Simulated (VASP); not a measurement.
## Bi2Te3 (Tellurobismuthite): what moves the LDA gap besides the functional

Aim: test what besides the functional moves the gap of Bi2Te3 (Tellurobismuthite). The starting structure is a measured crystal structure from the Crystallography Open Database. The atoms were first relaxed with LDA in that cell, in a run that isn't shown, and the relaxed structure is the one below.

Main program and level: VASP 6.6.1; Kohn-Sham DFT with plane waves and PAW; LDA.

### Step 1. The structure

It takes space group R-3m (No. 166, trigonal). The conventional cell has a = 4.386 Å, b = 4.386 Å, c = 30.497 Å, α = 90.00°, β = 90.00°, γ = 120.00°. Bi has 6 Te at 3.06 to 3.24 Å nearest. Te has 3 Bi at 3.06 Å nearest. Nearest to Te lie 6 Bi at 3.24 Å. Farther neighbours and most contacts between anions are not listed.

Coordinates:

```cif
data_structure
_symmetry_space_group_name_H-M 'R-3m:H'
_symmetry_Int_Tables_number 166
_cell_length_a 4.3860
_cell_length_b 4.3860
_cell_length_c 30.4970
_cell_angle_alpha 90.000
_cell_angle_beta 90.000
_cell_angle_gamma 120.000
_cell_volume 508.07
loop_
_atom_site_label
_atom_site_type_symbol
_atom_site_symmetry_multiplicity
_atom_site_Wyckoff_symbol
_atom_site_fract_x
_atom_site_fract_y
_atom_site_fract_z
_atom_site_occupancy
Bi1 Bi 6 c 0.33333 0.66667 0.26727 1
Te1 Te 6 c 0.66667 0.33333 0.12240 1
Te2 Te 3 a 0.00000 0.00000 0.00000 1
```

### Step 2. Reference bands

Input file INCAR:

```
SYSTEM = Bi2Te3
PREC = Accurate
ENCUT = 350
EDIFF = 1E-06
NELM = 100
ISMEAR = 0
SIGMA = 0.03
LREAL = .FALSE.
ALGO = Normal
GGA = CA
NBANDS = 39
LORBIT = 11
LWAVE = .FALSE.
LCHARG = .FALSE.
KPAR = 16
LASPH = .TRUE.
```

Input file POSCAR:

```
Bi2Te3
1.0
   -4.3860000000      0.0000000000      0.0000000000
    2.1930000000     -3.7983874210      0.0000000000
    2.1930000000      1.2661291403     10.1656666667
Bi Te
2 3
Direct
    0.2012148130      0.6006074065      0.8018222196
    0.7987851870      0.3993925935      0.1981777804
    0.5781308415      0.7890654207      0.3671962622
    0.4218691585      0.2109345793      0.6328037378
    0.0000000000      0.0000000000      0.0000000000
```

Input file KPOINTS:

```
Automatic mesh
0
Gamma
6 6 6
0 0 0
```

Input file KPOINTS_OPT:

```
Line mode
8
Line-mode
Reciprocal
  0.00000000   0.00000000   0.00000000 GAMMA
  0.00000000  -0.50000000   0.00000000 L

  0.00000000  -0.50000000   0.00000000 L
 -0.35401678  -0.32299161   0.17700839 B1

 -0.32299161  -0.32299161  -0.17700839 B
  0.00000000   0.00000000  -0.50000000 Z

  0.00000000   0.00000000  -0.50000000 Z
  0.00000000   0.00000000   0.00000000 GAMMA

  0.00000000   0.00000000   0.00000000 GAMMA
 -0.33850420  -0.33850420   0.33850420 X

 -0.33850420  -0.32299161   0.00000000 Q
 -0.50000000   0.00000000   0.00000000 F

 -0.50000000   0.00000000   0.00000000 F
 -0.48448741   0.00000000  -0.17700839 P1

 -0.48448741   0.00000000  -0.17700839 P1
  0.00000000   0.00000000  -0.50000000 Z

  0.00000000  -0.50000000   0.00000000 L
  0.00000000  -0.48448741  -0.33850420 P
```

The projector-augmented-wave data sets are Bi_d and Te (LDA family, release 64).

Started as:

```
mpirun -np 16 vasp_std
```

Log:

```text
[banner, memory and clock lines left out]
running   16 mpi-ranks, on    1 nodes
 distrk:  each k-point on    1 cores,   16 groups
 distr:  one band on    1 cores,    1 groups

 POSCAR found type information on POSCAR BiTe
 POSCAR found :  2 types and       5 ions
|                                                                             |
|           W    W    AA    RRRRR   N    N  II  N    N   GGGG   !!!           |
|           W    W   A  A   R    R  NN   N  II  NN   N  G    G  !!!           |
|           W    W  A    A  R    R  N N  N  II  N N  N  G       !!!           |
|           W WW W  AAAAAA  RRRRR   N  N N  II  N  N N  G  GGG   !            |
|           WW  WW  A    A  R   R   N   NN  II  N   NN  G    G                |
|           W    W  A    A  R    R  N    N  II  N    N   GGGG   !!!           |
|                                                                             |
|     For optimal performance we recommend to set                             |
|       NCORE = 2 up to number-of-cores-per-socket                            |
|     NCORE specifies how many cores store one orbital (NPAR=cpu/NCORE).      |
|     This setting can greatly improve the performance of VASP for DFT.       |
|     The default, NCORE=1 might be grossly inefficient on modern             |
|     multi-core architectures or massively parallel machines. Do your        |
|     Unfortunately you need to use the default for GW and RPA                |
|     calculations (for HF NCORE is supported but not extensively tested      |
|     yet).                                                                   |
|                                                                             |

 LDA part: xc-table for (Slater(with rela. corr.)+CA(PZ))
 , standard interpolation
 POSCAR, INCAR and KPOINTS ok, starting setup
 FFT: planning ... GRIDC
 FFT: planning ... GRID_SOFT
 FFT: planning ... GRID
 WAVECAR not read
 entering main loop
       N       E                     dE             d eps       ncg     rms          rms(c)
DAV:   1     0.375853268492E+03    0.37585E+03   -0.17112E+04  2496   0.900E+02
DAV:   2     0.177438782253E+02   -0.35811E+03   -0.33990E+03  2616   0.275E+02
DAV:   3    -0.203513384514E+02   -0.38095E+02   -0.37067E+02  3084   0.106E+02
DAV:   4    -0.218078782070E+02   -0.14565E+01   -0.14521E+01  2963   0.234E+01
DAV:   5    -0.218826239968E+02   -0.74746E-01   -0.74741E-01  3666   0.478E+00    0.755E+00
DAV:   6    -0.215890195580E+02    0.29360E+00   -0.25559E-01  3488   0.378E+00    0.531E+00
DAV:   7    -0.215804603058E+02    0.85593E-02   -0.15389E-01  3101   0.149E+00    0.122E+00
DAV:   8    -0.215780614347E+02    0.23989E-02   -0.22719E-02  2889   0.742E-01    0.455E-01
DAV:   9    -0.215775365743E+02    0.52486E-03   -0.24240E-03  3166   0.271E-01    0.277E-01
DAV:  10    -0.215775704607E+02   -0.33886E-04   -0.64060E-04  2929   0.996E-02    0.516E-02
DAV:  11    -0.215775676844E+02    0.27763E-05   -0.26776E-05  2838   0.315E-02    0.234E-02
DAV:  12    -0.215775697723E+02   -0.20879E-05   -0.12847E-05  3068   0.143E-02    0.130E-02
DAV:  13    -0.215775698320E+02   -0.59719E-07   -0.72017E-07  1802   0.462E-03
   1 F= -.21577570E+02 E0= -.21577570E+02  d E =-.187431E-08
 Start KPOINTS_OPT (optional k-point list driver)
k-point batch [1-32\72]
       N       E                     dE             ncg
DAV:   1     0.243541934011E+04   -0.17040E+05     2504
DAV:   2    -0.903479726317E+04   -0.11470E+05     2693
DAV:   3    -0.102893357018E+05   -0.12545E+04     3076
DAV:   4    -0.103379155606E+05   -0.48580E+02     2985
DAV:   5    -0.103403052007E+05   -0.23896E+01     3655
DAV:   6    -0.103403331212E+05   -0.27920E-01     3267
DAV:   7    -0.103403339753E+05   -0.85415E-03     3640
DAV:   8    -0.103403339858E+05   -0.10494E-04     2874
DAV:   9    -0.103403339863E+05   -0.47526E-06     1819
[...]
k-point batch [65-72\72]
       N       E                     dE             ncg
DAV:   1     0.229132927213E+05   -0.82692E+04      648
DAV:   2     0.200515829062E+05   -0.28617E+04      671
DAV:   3     0.197582733410E+05   -0.29331E+03      803
DAV:   4     0.197474928496E+05   -0.10780E+02      752
DAV:   5     0.197469695821E+05   -0.52327E+00      921
DAV:   6     0.197469610866E+05   -0.84955E-02      832
DAV:   7     0.197469608986E+05   -0.18796E-03      929
DAV:   8     0.197469608956E+05   -0.30796E-05      682
DAV:   9     0.197469608954E+05   -0.15143E-06      473
```

Wall time 11 s (16 MPI ranks of Intel Xeon 6975P-C (Granite Rapids), shared host); peak memory 4.9 GiB; 2.7 min of CPU time.

The logs omit lines about the potential files and the build; timing stands in the text.

OUTCAR, selected parts (step 2):

```text
ion  position               nearest neighbor table
   1  0.201  0.601  0.802-   4 3.06   4 3.06   4 3.06   5 3.24   5 3.24   5 3.24
   2  0.799  0.399  0.198-   3 3.06   3 3.06   3 3.06   5 3.24   5 3.24   5 3.24
   3  0.578  0.789  0.367-   2 3.06   2 3.06   2 3.06
   4  0.422  0.211  0.633-   1 3.06   1 3.06   1 3.06
   5  0.000  0.000  0.000-   1 3.24   2 3.24   2 3.24   1 3.24   2 3.24   1 3.24

  LATTYP: Found a trigonal (rhomboedric) cell.
 ALAT       =    10.4763118882
 COS(alpha) =     0.9123624111

 Subroutine GETGRP returns: Found 12 space group operations
 (whereof 12 operations were pure point group operations)

The static configuration has the point symmetry D_3d.

 Found     32 irreducible k-points:

   k-points           NKPTS =     32   k-points in BZ     NKDIM =     32   number of bands    NBANDS=     39

   dimension x,y,z NGX =    28 NGY =   28 NGZ =   64
   dimension x,y,z NGXF=    56 NGYF=   56 NGZF=  128

   ENCUT  =  350.0 eV  25.72 Ry    5.07 a.u.   6.69  6.69 15.98*2*pi/ulx,y,z

   NELECT =      48.0000    total number of electrons

 k-points in reciprocal lattice and weights: Automatic mesh
   0.00000000  0.00000000  0.00000000       0.005
   0.16666667  0.00000000  0.00000000       0.028
   0.33333333  0.00000000  0.00000000       0.028
   0.50000000  0.00000000  0.00000000       0.014
   0.00000000  0.16666667  0.00000000       0.028
   0.16666667  0.16666667  0.00000000       0.056
   0.33333333  0.16666667  0.00000000       0.056
   0.00000000  0.33333333  0.00000000       0.028
   0.16666667  0.33333333  0.00000000       0.056
[...]
0.16666667  0.16666667  0.33333333       0.028
   0.00000000  0.00000000  0.50000000       0.005

 average (electrostatic) potential at core
       1-105.2878       2-105.2878       3 -89.0952       4 -89.0952       5 -88.9140

 E-fermi :   6.0900

 k-point     1 :       0.0000    0.0000    0.0000
  band No.  band energies     occupation
    ...
     20       4.3109      2.00000
     21       4.3109      2.00000
     22       5.1312      2.00000
     23       5.1312      2.00000
     24       5.9890      2.00000
     25       6.1910      0.00000
     26       6.6545      0.00000
     27       6.6545      0.00000
     28       7.8713      0.00000
     29       8.0903      0.00000
    ...

 k-point     2 :       0.1667    0.0000    0.0000
  band No.  band energies     occupation
    ...
     20       4.2962      2.00000
     21       4.4516      2.00000
     22       4.8859      2.00000
     23       5.0174      2.00000
     24       5.5223      2.00000
     25       7.0361      0.00000
     26       7.2595      0.00000
     27       7.3263      0.00000
     28       8.0887      0.00000
     29       8.2591      0.00000
    ...

 k-point     3 :       0.3333    0.0000    0.0000
  band No.  band energies     occupation
    ...
     20       3.7892      2.00000
     21       3.8087      2.00000
     22       4.3758      2.00000
     23       4.4230      2.00000
     24       4.6520      2.00000
     25       7.4974      0.00000
     26       7.9375      0.00000
     27       8.4436      0.00000
     28       8.5485      0.00000
     29       8.6334      0.00000
    ...

  Total       -1.4808515     -1.4808515     -1.5960898      0.0000000      0.0000000      0.0000000
  in kB      -14.0093619    -14.0093619    -15.0995554      0.0000000      0.0000000      0.0000000
  external PRESSURE =     -14.3727597 kB  Pullay stress =       0.0000000 kB

  energy-cutoff  :      350.00
  volume of cell :      169.36
      direct lattice vectors                 reciprocal lattice vectors
    -4.386000000  0.000000000  0.000000000    -0.227998176 -0.131634808  0.065580221
     2.193000000 -3.798387421  0.000000000     0.000000000 -0.263269617  0.032790111
     2.193000000  1.266129140 10.165666667     0.000000000  0.000000000  0.098370332

 POSITION                                       TOTAL-FORCE (eV/Angst)
 -----------------------------------------------------------------------------------
      2.19300     -1.26613      8.15106        -0.000000     -0.000000      0.001686
     -2.19300     -1.26613      2.01461         0.000000      0.000000     -0.001686
     -0.00000     -2.53226      3.73279        -0.000000     -0.000000      0.002314
      0.00000     -0.00000      6.43287         0.000000      0.000000     -0.002314
      0.00000      0.00000      0.00000         0.000000      0.000000      0.000000
 -----------------------------------------------------------------------------------
    total drift:                                0.000000     -0.000000      0.000000

  FREE ENERGIE OF THE ION-ELECTRON SYSTEM (eV)
  ---------------------------------------------------
  free  energy   TOTEN  =       -21.5775698320 eV

  energy  without entropy=      -21.5775698301  energy(sigma->0) =      -21.57756983

 total charge
# of ion       s       p       d       tot
------------------------------------------
    1        1.599   1.156   9.942  12.697
    2        1.599   1.156   9.942  12.697
    3        1.412   1.915   0.026   3.353
    4        1.412   1.915   0.026   3.353
    5        1.393   1.977   0.025   3.395
--------------------------------------------------
tot          7.416   8.118  19.961  35.495

[... 3 further parts left out ...]
```

Spin-orbit coupling is off here; with elements this heavy it can split and shift levels by tenths of an eV, and by up to about 1 eV where a band edge is a 6p state.

The reference gap is 0.202 eV.

### Step 3. Bands with cell and atoms relaxed by LDA

Against step 2 the input has another starting structure. The cell comes from a relaxation at this level, not shown (163.71 Å³).

INCAR is that of step 2.

Input file POSCAR:

```
Bi2Te3
1.0
   -4.3569927623      0.0000000000      0.0000000000
    2.1784963812     -3.7732664163      0.0000000000
    2.1784963812      1.2577554721      9.9580670241
Bi Te
2 3
Direct
    0.1994688582      0.5997344291      0.7992032874
    0.8005311418      0.4002655709      0.2007967126
    0.5824576412      0.7912288206      0.3736864618
    0.4175423588      0.2087711794      0.6263135382
    0.0000000000      0.0000000000      0.0000000000
```

KPOINTS is that of step 2.

Input file KPOINTS_OPT:

```
Line mode
8
Line-mode
Reciprocal
  0.00000000   0.00000000   0.00000000 GAMMA
  0.00000000  -0.50000000   0.00000000 L

  0.00000000  -0.50000000   0.00000000 L
 -0.35460400  -0.32269800   0.17730200 B1

 -0.32269800  -0.32269800  -0.17730200 B
  0.00000000   0.00000000  -0.50000000 Z

  0.00000000   0.00000000  -0.50000000 Z
  0.00000000   0.00000000   0.00000000 GAMMA

  0.00000000   0.00000000   0.00000000 GAMMA
 -0.33865100  -0.33865100   0.33865100 X

 -0.33865100  -0.32269800   0.00000000 Q
 -0.50000000   0.00000000   0.00000000 F

 -0.50000000   0.00000000   0.00000000 F
 -0.48404700   0.00000000  -0.17730200 P1

 -0.48404700   0.00000000  -0.17730200 P1
  0.00000000   0.00000000  -0.50000000 Z

  0.00000000  -0.50000000   0.00000000 L
  0.00000000  -0.48404700  -0.33865100 P
```

Started as:

```
mpirun -np 16 vasp_std
```

Log:

```text
[banner, memory and clock lines left out]
running   16 mpi-ranks, on    1 nodes
[...]
[... a notice as in an earlier step ...]

 LDA part: xc-table for (Slater(with rela. corr.)+CA(PZ))
 , standard interpolation
 POSCAR, INCAR and KPOINTS ok, starting setup
[...]
entering main loop
       N       E                     dE             d eps       ncg     rms          rms(c)
DAV:   1     0.378909405024E+03    0.37891E+03   -0.17093E+04  2504   0.904E+02
DAV:   2     0.177059779641E+02   -0.36120E+03   -0.34195E+03  2657   0.278E+02
DAV:   3    -0.203465496769E+02   -0.38053E+02   -0.37129E+02  3128   0.107E+02
DAV:   4    -0.218022710370E+02   -0.14557E+01   -0.14512E+01  2985   0.235E+01
[...]
DAV:  11    -0.216009631333E+02    0.74178E-05   -0.34928E-05  2909   0.344E-02    0.250E-02
DAV:  12    -0.216009655579E+02   -0.24246E-05   -0.18397E-05  2977   0.146E-02    0.150E-02
DAV:  13    -0.216009656352E+02   -0.77332E-07   -0.93221E-07  1966   0.459E-03
   1 F= -.21600966E+02 E0= -.21600965E+02  d E =-.619333E-06
 Start KPOINTS_OPT (optional k-point list driver)
k-point batch [1-32\72]
       N       E                     dE             ncg
DAV:   1     0.313469114131E+04   -0.16492E+05     2504
DAV:   2    -0.844608826834E+04   -0.11581E+05     2653
DAV:   3    -0.971438727615E+04   -0.12683E+04     3033
DAV:   4    -0.976368208395E+04   -0.49295E+02     2933
DAV:   5    -0.976610214765E+04   -0.24201E+01     3626
DAV:   6    -0.976613125624E+04   -0.29109E-01     3278
DAV:   7    -0.976613206667E+04   -0.81043E-03     3678
DAV:   8    -0.976613207658E+04   -0.99103E-05     2840
DAV:   9    -0.976613207703E+04   -0.44433E-06     1825
[...]
k-point batch [65-72\72]
       N       E                     dE             ncg
DAV:   1     0.233039350765E+05   -0.82780E+04      632
DAV:   2     0.204316135657E+05   -0.28723E+04      672
DAV:   3     0.201408675630E+05   -0.29075E+03      765
DAV:   4     0.201305122203E+05   -0.10355E+02      744
DAV:   5     0.201299133613E+05   -0.59886E+00      937
DAV:   6     0.201299057653E+05   -0.75961E-02      809
DAV:   7     0.201299055658E+05   -0.19944E-03      945
DAV:   8     0.201299055631E+05   -0.27484E-05      689
DAV:   9     0.201299055629E+05   -0.12532E-06      489
```

It took 11 s on 16 MPI ranks; peak memory 4.8 GiB.

Parts of OUTCAR (step 3):

```text
  Total       -0.2686644     -0.2686644     -0.2569064      0.0000000     -0.0000000     -0.0000000
  in kB       -2.6293075     -2.6293075     -2.5142365      0.0000000     -0.0000000     -0.0000000
  external PRESSURE =      -2.5909505 kB  Pullay stress =       0.0000000 kB

 POSITION                                       TOTAL-FORCE (eV/Angst)
 -----------------------------------------------------------------------------------
      2.17850     -1.25776      7.95852         0.000000      0.000000      0.002747
     -2.17850     -1.25776      1.99955        -0.000000      0.000000     -0.002747
      0.00000     -2.51551      3.72119        -0.000000     -0.000000     -0.000003
      0.00000     -0.00000      6.23687         0.000000      0.000000      0.000003
      0.00000      0.00000      0.00000        -0.000000      0.000000      0.000000
 -----------------------------------------------------------------------------------
    total drift:                                0.000000     -0.000000      0.000000

  FREE ENERGIE OF THE ION-ELECTRON SYSTEM (eV)
  ---------------------------------------------------
  free  energy   TOTEN  =       -21.6009656352 eV

  energy  without entropy=      -21.6009650158  energy(sigma->0) =      -21.60096533

[... 1 part as in an earlier step ...]

[... 2 further parts left out ...]
[key lines of the parts left out:]
E-fermi :   6.5521
```

With cell and atoms relaxed by LDA the gap is 0.141 eV, -0.061 eV from the reference.

### Step 4. Bands with no band path

Against step 2 the input has no band path (also changed: NBANDS).

Changes to INCAR since step 3:

```diff
@@ -10,3 +10,3 @@
 GGA = CA
-NBANDS = 39
+NBANDS = 30
 LORBIT = 11
```

Input file POSCAR:

```
Bi2Te3
1.0
   -4.3860000000      0.0000000000      0.0000000000
    2.1930000000     -3.7983874210      0.0000000000
    2.1930000000      1.2661291403     10.1656666667
Bi Te
2 3
Direct
    0.2012148130      0.6006074065      0.8018222196
    0.7987851870      0.3993925935      0.1981777804
    0.5781308415      0.7890654207      0.3671962622
    0.4218691585      0.2109345793      0.6328037378
    0.0000000000      0.0000000000      0.0000000000
```

KPOINTS is that of step 3.

Started as:

```
mpirun -np 16 vasp_std
```

Log:

```text
[... set-up lines as in an earlier step ...]
 entering main loop
       N       E                     dE             d eps       ncg     rms          rms(c)
DAV:   1     0.380222699306E+03    0.38022E+03   -0.17688E+04  1936   0.116E+03
DAV:   2     0.166002265981E+02   -0.36362E+03   -0.35161E+03  2138   0.339E+02
DAV:   3    -0.204194243350E+02   -0.37020E+02   -0.35690E+02  2428   0.127E+02
DAV:   4    -0.218260214602E+02   -0.14066E+01   -0.13991E+01  2270   0.276E+01
[...]
DAV:  11    -0.215775689098E+02    0.76859E-06   -0.61331E-05  2286   0.477E-02    0.373E-02
DAV:  12    -0.215775702390E+02   -0.13292E-05   -0.14812E-05  2160   0.180E-02    0.192E-02
DAV:  13    -0.215775698677E+02    0.37127E-06   -0.34470E-06  1846   0.869E-03
   1 F= -.21577570E+02 E0= -.21577570E+02  d E =-.186311E-08
```

The job ended after 4.4 s (16 MPI ranks; peak memory 3.7 GiB; 61 s of CPU time).

Parts of OUTCAR (step 4):

```text
  Total       -1.4841187     -1.4841187     -1.5988093      0.0000000      0.0000000      0.0000000
  in kB      -14.0402704    -14.0402704    -15.1252828      0.0000000      0.0000000      0.0000000
  external PRESSURE =     -14.4019412 kB  Pullay stress =       0.0000000 kB

 POSITION                                       TOTAL-FORCE (eV/Angst)
 -----------------------------------------------------------------------------------
      2.19300     -1.26613      8.15106        -0.000000     -0.000000      0.001811
     -2.19300     -1.26613      2.01461        -0.000000      0.000000     -0.001811
     -0.00000     -2.53226      3.73279        -0.000000     -0.000000      0.002469
      0.00000     -0.00000      6.43287         0.000000      0.000000     -0.002469
      0.00000      0.00000      0.00000        -0.000000      0.000000     -0.000000
 -----------------------------------------------------------------------------------
    total drift:                                0.000000     -0.000000      0.000000

  FREE ENERGIE OF THE ION-ELECTRON SYSTEM (eV)
  ---------------------------------------------------
  free  energy   TOTEN  =       -21.5775698677 eV

  energy  without entropy=      -21.5775698658  energy(sigma->0) =      -21.57756987

[... 1 part as in an earlier step ...]

[... 2 further parts left out ...]
[key lines of the parts left out:]
E-fermi :   6.0900
```

With no band path the gap is 0.202 eV, +0.000 eV from the reference, read on the mesh alone.

(Part 1 of 2 ends here.)

[Lines on the potential files, build, host, timing and source positions are cut from VASP's logs without a mark.]

[Logs are printed without paths, hosts, clocks, repeated set-up lines and the standing remarks that a program may print on its own settings, such as how far it seeks lower states.]

[Hosts, paths, dates, database ids (printed as entryN), source tags and the programs' standing remarks are cut or masked in the printed files.]
